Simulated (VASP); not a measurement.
Write the native input for VASP 6.6.1 that does the following.

```
Task                   : single point
Functional             : PBE
Potentials or basis    : VASP PAW PBE potentials, release 64 (O, H, S)
Cutoff                 : 520 eV
k mesh                 : 1 × 1 × 1
Occupations            : fermi-dirac, width 0.05 eV
Spin                   : no spin polarisation
Dipole correction      : no
Further INCAR settings : LREAL = Auto; ALGO = Normal; EDIFF = 1e-06; NBANDS = 44
```

The structure of H14SO6 lies in POSCAR:

```
H14SO6
1.0
    6.2144650000      0.0000000000      0.0000000000
    0.0000000000      6.2144650000      0.0000000000
    0.0000000000      0.0000000000      6.2144650000
O H S
6 14 1
Direct
    0.4558879968      0.4299646068      0.9033279615
    0.2390390806      0.4864618274      0.3297628999
    1.0593027718      0.1957046986      0.0988339302
    0.7844440350      0.5493795524      0.2272440186
    0.5545288291      0.1044820431      0.1643102021
    0.3090531526      0.8730115947      0.5494761013
    0.3715042244      0.4768230250      1.0279887327
    0.3735478436      0.3401258194      0.8164660997
    0.3477210025      0.5922311897      0.4134869212
    0.3083290356      0.3481715642      0.2909341351
    1.0011964023      0.3461118536      0.1575517764
    0.9552712904      0.1313226480     -0.0081101108
    0.8283416191      0.6848216218      0.2950696480
    0.7894323968      0.5919576343      0.0766759488
    0.5586804335      0.2052791351      0.0400999925
    0.7091197714      0.0782529148      0.1925829496
    0.2760012326      0.9538069649      0.4232705470
    0.4457503582      0.9250031982      0.6094812667
   -0.0091721492      0.8571292943      0.6838078580
   -0.2457814148      0.6612475893      0.7233929228
   -0.1601264147      0.8284220766      0.8288243638
```

The cell was built by a generator and needn't be a form met in nature.

The input as run:

INCAR

```
ALGO = Normal ; EDIFF = 1E-6
ENCUT = 520 ; GGA = PE
ISIF = 2 ; ISMEAR = -1
LASPH = T ; LCHARG = T
LELF = T ; LREAL = Auto
LVHAR = T ; LWAVE = F
NBANDS = 44 ; NELM = 100
PREC = Accurate ; SIGMA = 0.05
```

KPOINTS

```
k-points
0
Gamma
  1 1 1
```

Potentials or basis: VASP PAW PBE potentials, release 64 (O, H, S).

Command:

```sh
$ cat potpaw_PBE.64/O/POTCAR potpaw_PBE.64/H/POTCAR potpaw_PBE.64/S/POTCAR > POTCAR
$ mpirun -np 1 vasp_gam > vasp.out
```

Results of the run:

| Quantity | Value |
| --- | --- |
| Pressure | 0.4 GPa |
| Largest force | 3.223 eV/Å |
| Band gap on the k mesh | 4.15 eV, direct |

It took 29 s on 1 thread of Intel(R) Xeon(R) Platinum 8259CL CPU @ 2.50GHz (Skylake/Cascade Lake), with other jobs on the host, peak memory 0.29 GiB.
